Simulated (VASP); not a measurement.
Computed with MS2 meta-GGA, VASP's PBE PAW potentials (set 64) (plane waves; VASP).

VASP input:

File POSCAR:
```
FePt
1
    2.6934544961    -0.0000000000    -0.0000000000
   -0.0000000000     2.6934544961    -0.0000000000
    0.0000000000     0.0000000000     3.7198452350
Fe Pt
1 1
Direct
  0.0000000000   0.0000000000   0.0000000000
  0.5000000000   0.5000000000   0.5000000000
```

INCAR:
```
# general
SYSTEM   =  FePt
PREC     =  Accurate
ENCUT    =  520
LREAL    =  .FALSE.
LASPH    =  .TRUE.

# electronic loop
EDIFF    =  1E-7
NELM     =  100
ALGO     =  Normal
LMAXMIX  =  6
LMIXTAU  =  .TRUE.

# smearing
ISMEAR   =  -5

# functional
METAGGA  =  MS2

# spin
ISPIN    =  2
MAGMOM   =  3.1 0.3

# ions
ISIF     =  2

# output
LWAVE    =  .FALSE.
LCHARG   =  .FALSE.
LORBIT   =  11
NEDOS    =  601
```

File KPOINTS:
```
Automatic mesh
0
Gamma
15 15 11
0 0 0
```

### KPOINTS_OPT
```
k-points along high-symmetry lines
6
Line-mode
Reciprocal
  0.000000   0.000000   0.000000 ! GAMMA
  0.000000   0.500000   0.000000 ! X

  0.000000   0.500000   0.000000 ! X
  0.500000   0.500000   0.000000 ! M

  0.500000   0.500000   0.000000 ! M
  0.000000   0.000000   0.000000 ! GAMMA

  0.000000   0.000000   0.000000 ! GAMMA
  0.000000   0.000000   0.500000 ! Z

  0.000000   0.000000   0.500000 ! Z
  0.000000   0.500000   0.500000 ! R

  0.000000   0.500000   0.500000 ! R
  0.500000   0.500000   0.500000 ! A

  0.500000   0.500000   0.500000 ! A
  0.000000   0.000000   0.500000 ! Z

  0.000000   0.500000   0.000000 ! X
  0.000000   0.500000   0.500000 ! R

  0.500000   0.500000   0.000000 ! M
  0.500000   0.500000   0.500000 ! A
```

POTCAR, in this order: Fe Pt (PBE.64 set). Program: vasp_std.

The resulting files:

**OUTCAR**
```
 ion  position               nearest neighbor table
   1  0.000  0.000  0.000-   2 2.66   2 2.66   2 2.66   2 2.66   2 2.66   2 2.66   2 2.66   2 2.66
  LATTYP: Found a simple tetragonal cell.
 ALAT       =     2.6934544961
 C/A-ratio  =     1.3810685276
 Subroutine PRICEL returns:
 Original cell was already a primitive cell.
 Subroutine GETGRP returns: Found 16 space group operations
The static configuration has the point symmetry D_4h.
The dynamic configuration has the point symmetry D_4h.
The overall configuration has the point symmetry D_4h.
 Subroutine INISYM returns: Found 16 space group operations
 Subroutine IBZKPT returns following result:
 Found    216 irreducible k-points:

 Following reciprocal coordinates:
            Coordinates               Weight
  0.000000  0.000000  0.000000      1.000000
  0.066667  0.000000  0.000000      4.000000
  0.133333  0.000000  0.000000      4.000000
  0.200000  0.000000  0.000000      4.000000
  0.266667  0.000000  0.000000      4.000000
  0.333333  0.000000  0.000000      4.000000
  0.400000  0.000000  0.000000      4.000000
  0.466667  0.000000  0.000000      4.000000
...
```

**OSZICAR**
```
       N       E                     dE             d eps       ncg     rms          rms(c)
DAV:   1     0.100626834565E+03    0.10063E+03   -0.87318E+03 13472   0.132E+03
DAV:   2    -0.967168524152E+01   -0.11030E+03   -0.98762E+02 13324   0.262E+02
DAV:   3    -0.134369881494E+02   -0.37653E+01   -0.36626E+01 16427   0.586E+01
DAV:   4    -0.134750890836E+02   -0.38101E-01   -0.38048E-01 14634   0.508E+00
DAV:   5    -0.134758928863E+02   -0.80380E-03   -0.80349E-03 17143   0.831E-01    0.269E+01
DAV:   6    -0.211565774342E+02   -0.76807E+01   -0.10266E+02 14838   0.198E+02    0.556E+01
DAV:   7     0.277302739083E+00    0.21434E+02   -0.23741E+01 16316   0.119E+02    0.101E+01
DAV:   8    -0.619365945422E-01   -0.33924E+00   -0.16119E+00 14742   0.201E+01    0.347E+00
DAV:   9    -0.128038371965E+00   -0.66102E-01   -0.17118E-01 17178   0.684E+00    0.313E+00
DAV:  10    -0.938755384766E-01    0.34163E-01   -0.64395E-02 18440   0.580E+00    0.134E+00
DAV:  11    -0.882591634065E-01    0.56164E-02   -0.10125E-02 17439   0.207E+00    0.713E-01
DAV:  12    -0.849710242790E-01    0.32881E-02   -0.59315E-03 17492   0.191E+00    0.284E-01
DAV:  13    -0.857090783934E-01   -0.73805E-03   -0.11610E-03 18188   0.566E-01    0.144E-01
DAV:  14    -0.858475340935E-01   -0.13846E-03   -0.29592E-04 15572   0.459E-01    0.554E-02
DAV:  15    -0.858274709667E-01    0.20063E-04   -0.26892E-05 18980   0.924E-02    0.467E-02
DAV:  16    -0.858656973076E-01   -0.38226E-04   -0.61045E-06 17925   0.553E-02    0.222E-02
DAV:  17    -0.858810596458E-01   -0.15362E-04   -0.25226E-06 18991   0.272E-02    0.619E-03
DAV:  18    -0.858808963662E-01    0.16328E-06   -0.67719E-07 13646   0.138E-02    0.195E-03
DAV:  19    -0.858824231607E-01   -0.15268E-05   -0.52599E-08  7221   0.522E-03    0.109E-03
DAV:  20    -0.858822295020E-01    0.19366E-06   -0.20919E-08  6893   0.287E-03    0.550E-04
DAV:  21    -0.858820304461E-01    0.19906E-06   -0.96232E-09  6788   0.177E-03    0.354E-04
DAV:  22    -0.858820369376E-01   -0.64915E-08   -0.13702E-09  6767   0.382E-04
   1 F= -.85882037E-01 E0= -.85882037E-01  d E =0.000000E+00  mag=     3.3536
       N       E                     dE             ncg
```

File OUTCAR:
```
------------------------ aborting loop because EDIFF is reached ----------------------------------------
  FORCE on cell =-STRESS in cart. coord.  units (eV):
  Direction    XX          YY          ZZ          XY          YZ          ZX
  --------------------------------------------------------------------------------------
  Total       -0.0045680     -0.0045680     -0.0109839     -0.0000000      0.0000000      0.0000000
  in kB       -0.2712005     -0.2712005     -0.6521125     -0.0000000      0.0000000      0.0000000
  external PRESSURE =      -0.3981712 kB  Pullay stress =       0.0000000 kB
  volume of cell :       26.99
      direct lattice vectors                 reciprocal lattice vectors
     2.693454496  0.000000000  0.000000000     0.371270427  0.000000000  0.000000000
     0.000000000  2.693454496  0.000000000     0.000000000  0.371270427  0.000000000
     0.000000000  0.000000000  3.719845235     0.000000000  0.000000000  0.268828389
 POSITION                                       TOTAL-FORCE (eV/Angst)
 -----------------------------------------------------------------------------------
      0.00000      0.00000      0.00000         0.000000      0.000000      0.000000
      1.34673      1.34673      1.85992         0.000000      0.000000      0.000000
 -----------------------------------------------------------------------------------
    total drift:                               -0.000000      0.000000      0.000000
  FREE ENERGIE OF THE ION-ELECTRON SYSTEM (eV)
  ---------------------------------------------------
  free  energy   TOTEN  =        -0.0858820369 eV

  energy  without entropy=       -0.0858820369  energy(sigma->0) =       -0.08588204

 total charge

# of ion       s       p       d       tot
------------------------------------------
    1        0.439   0.502   6.094   7.035
    2        0.690   0.709   8.075   9.474
--------------------------------------------------
tot          1.130   1.210  14.169  16.508

 magnetization (x)

# of ion       s       p       d       tot
------------------------------------------
    1        0.013  -0.008   3.055   3.061
    2       -0.028  -0.073   0.378   0.277
--------------------------------------------------
tot         -0.015  -0.081   3.434   3.338
```
(Selected blocks of OUTCAR.)

For a metal the tetrahedron method with Blöchl corrections gives inexact stress and forces.

The compound is FePt in the L1_0 structure. It was relaxed first.
